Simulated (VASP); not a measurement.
VASP input:

**POSCAR**
```
KBiO3
1
    4.2110340000     0.0000000000     0.0000000000
    0.0000000000     4.2110340000     0.0000000000
    0.0000000000     0.0000000000     4.2110340000
K Bi O
1 1 3
Direct
  0.0000000000   0.0000000000   0.0000000000
  0.5000000000   0.5000000000   0.5000000000
  0.0000000000   0.5000000000   0.5000000000
  0.5000000000   0.5000000000   0.0000000000
  0.5000000000   0.0000000000   0.5000000000
```

File KPOINTS:
```
Automatic mesh
0
Gamma
7 7 7
0 0 0
```

INCAR:
```
! general
SYSTEM  = KBiO3
PREC    = Accurate
ENCUT   = 400
LREAL   = .False.
LASPH   = .True.

! electronic loop
EDIFF   = 1E-6
NELM    = 100
ALGO    = Normal
LMAXMIX = 4

! smearing
ISMEAR  = -1
SIGMA   = 0.1

! functional
GGA     = PS

! ions
ISIF    = 2

! output
LWAVE   = .False.
LCHARG  = .False.
```

POTCAR, in this order: K_sv Bi_d O (PBE.64 set). Program: vasp_std.

Q: Translate this PBEsol calculation to Ansatz.

A: One equivalent input (not run):
Ansatz 0.2 input:
```yaml
crystal:
  lattice:
    - [4.2110340, 0.0000000, 0.0000000]
    - [0.0000000, 4.2110340, 0.0000000]
    - [0.0000000, 0.0000000, 4.2110340]
  atoms:
    - { symbol: K, position: [0.0000000, 0.0000000, 0.0000000] }
    - { symbol: Bi, position: [0.5000000, 0.5000000, 0.5000000] }
    - { symbol: O, position: [0.0000000, 0.5000000, 0.5000000] }
    - { symbol: O, position: [0.5000000, 0.5000000, 0.0000000] }
    - { symbol: O, position: [0.5000000, 0.0000000, 0.5000000] }
kpoints:
  mp_grid: { grid: [7, 7, 7] }
hamiltonian:
  xc: pbesol
  pseudopotentials: { kind: paw }
scf:
  occupations: { method: fermi_dirac, width: 0.1 }
  max_iter: 100
output: { forces: true, stress: true, eigenvalues: true }
```
Limits of the translation: each code has its own PAW files, so the cut-off isn't converted (ENCUT is set for VASP's; basis.ecutwfc is left out, and Ansatz then takes the one that its files recommend); Ansatz stops its SCF on the density residual and VASP on the energy change (EDIFF).

The structure was generated: KBiO3 was put into an ordered model structure, which need not be its known phase. The cell was not relaxed at this level, and its volume differs by -5.9 % from the start's.
